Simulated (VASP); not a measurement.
LuAs:

```
Lu As
1.0
     0.00000    2.83819    2.83819
     2.83819    0.00000    2.83819
     2.83819    2.83819    0.00000
Lu As
1 1
Direct
  0.50000 0.50000 0.50000
  0.00000 0.00000 0.00000
```

The cell is a database's computed one.

```yaml
Program: VASP 6.6.1
Task: relaxation of cell and atoms
Functional: PBEsol
Potentials_or_basis: VASP PAW PBE potentials, release 64 (Lu, As)
Cutoff: 600 eV
k_mesh: 12 × 12 × 12
Occupations: methfessel-paxton, width 0.1 eV
Spin: no spin polarisation
```

At the start: pressure -2.4 GPa; volume 22.86 Å³/atom.

**Question.** Where does the relaxation end?

**Answer.** Over 7 steps the energy falls by 5.3 meV/atom and the volume is 22.19 Å³/atom (-2.9 %); space group Fm-3m (No. 225, to 0.05 Å).

Step by step:
```tsv
step	energy change (eV)	largest force (eV/Å)	pressure (GPa)	volume (Å³)
1	0.0000	0.0000	-2.39	45.73
2	-0.0059	0.0000	1.72	43.50
3	-0.0106	0.0000	0.15	44.36
4	-0.0106	0.0000	-0.12	44.44
5	-0.0106	0.0000	-0.12	44.41
6	-0.0106	0.0000	-0.12	44.40
7	-0.0106	0.0000	-0.07	44.39
```

Final structure:
```yaml
crystal:
  lattice:
    - [0.00000, 2.81027, 2.81027]
    - [2.81027, 0.00000, 2.81027]
    - [2.81027, 2.81027, 0.00000]
  atoms:
    - { symbol: Lu, position: [0.50000, 0.50000, 0.50000] }
    - { symbol: As, position: [0.00000, 0.00000, 0.00000] }
```

Caveat: the PAW data sets were made with another functional, which shifts forces and pressure a little.
